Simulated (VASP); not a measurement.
Level of theory: r2SCAN meta-GGA, VASP's PBE PAW potentials (set 64) (plane waves; VASP 6.6.1).

VASP ran on this input.

### KPOINTS
```
Automatic mesh
0
Gamma
11 11 11
0 0 0
```

POSCAR:
```
Sm
1
    0.0000000000     2.5509540000     2.5509540000
    2.5509540000     0.0000000000     2.5509540000
    2.5509540000     2.5509540000     0.0000000000
Sm
1
Direct
  0.0000000000   0.0000000000   0.0000000000
```

INCAR:
```
LCHARG = .False.
ISIF = 3   ! ions, shape and volume
NELM = 100
IBRION = 2
LREAL = .False.
LWAVE = .False.
SYSTEM = Sm
NSW = 60   ! most ionic steps
ALGO = Normal   ! blocked Davidson
ENCUT = 400
METAGGA = R2SCAN
ISMEAR = 1   ! Methfessel-Paxton
EDIFFG = -0.01
LMAXMIX = 6   ! l cut-off of mixed one-centre charges
LASPH = .True.
LMIXTAU = .True.
SIGMA = 0.1
EDIFF = 1E-6   ! SCF stop (eV)
PREC = Accurate
```

POTCAR, in this order: Sm_3 (PBE.64 set). Program: vasp_std.

### Question
What will the output report for the number of irreducible k-points (NKPTS), number of bands (NBANDS), largest plane-wave count, number of space-group operations, FFT grid (NGX, NGY, NGZ)?

### Answer

- number of irreducible k-points (NKPTS) = 56
- number of bands (NBANDS) = 9
- largest plane-wave count = 620
- number of space-group operations = 48
- FFT grid (NGX, NGY, NGZ) = 24 × 24 × 24

The structure was generated: Sm was put into the fcc type (Fm-3m), which need not be its known phase. This run relaxes it. Symmetry was kept, so distortions that lower it aren't found. The 4f electrons are frozen in the core of the lanthanide potential, so 4f levels, which can set the real gap, and their magnetism are missing.
